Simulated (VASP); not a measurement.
A VASP calculation is set up with these files.

### POSCAR
```
GaP
1
    0.0000000000     2.7250000000     2.7250000000
    2.7250000000     0.0000000000     2.7250000000
    2.7250000000     2.7250000000     0.0000000000
Ga P
1 1
Direct
 -0.0089450000   0.0062740000  -0.0077000000
  0.2589450000   0.2437260000   0.2577000000
```

**INCAR**
```
# general
SYSTEM =GaP
PREC   =Accurate
ENCUT  =300   # plane-wave cut-off (eV)
LREAL  =.FALSE.
LASPH  =.TRUE.

# electronic loop
EDIFF  =1E-6   # SCF stop (eV)
NELM   =100   # most electronic steps
ALGO   =Normal
LMAXMIX=4   # l cut-off of mixed one-centre charges

# smearing
ISMEAR =-1
SIGMA  =0.01   # width (eV)

# functional
GGA    =PS

# ions
ISIF   =2   # forces and stress, cell fixed

# output
LWAVE  =.FALSE.
LCHARG =.FALSE.
```

**KPOINTS**
```
K-points
0
Gamma
  10 10 10
```

POTCAR, in this order: Ga_d P (PBE.64 set). Program: vasp_std.

**Question.** Translate this PBEsol calculation to Ansatz.

**Answer.** One equivalent input (not run):
Ansatz 0.2 input:
```yaml
crystal:
  lattice:
    - [0.0000000, 2.7250000, 2.7250000]
    - [2.7250000, 0.0000000, 2.7250000]
    - [2.7250000, 2.7250000, 0.0000000]
  atoms:
    - { symbol: Ga, position: [-0.0089450, 0.0062740, -0.0077000] }
    - { symbol: P, position: [0.2589450, 0.2437260, 0.2577000] }
kpoints:
  mp_grid: { grid: [10, 10, 10] }
hamiltonian:
  xc: pbesol
  pseudopotentials: { kind: paw }
scf:
  occupations: { method: fermi_dirac, width: 0.01 }
  max_iter: 100
output: { forces: true, stress: true, eigenvalues: true }
```
The two are equivalent in intent, not identical: each code has its own PAW files, so the cut-off isn't converted (ENCUT is set for VASP's; basis.ecutwfc is left out, and Ansatz then takes the one that its files recommend); Ansatz stops its SCF on the density residual and VASP on the energy change (EDIFF).

The structure is a typed GaP crystal. The cell was not relaxed at this level, atoms are displaced from their ideal sites.
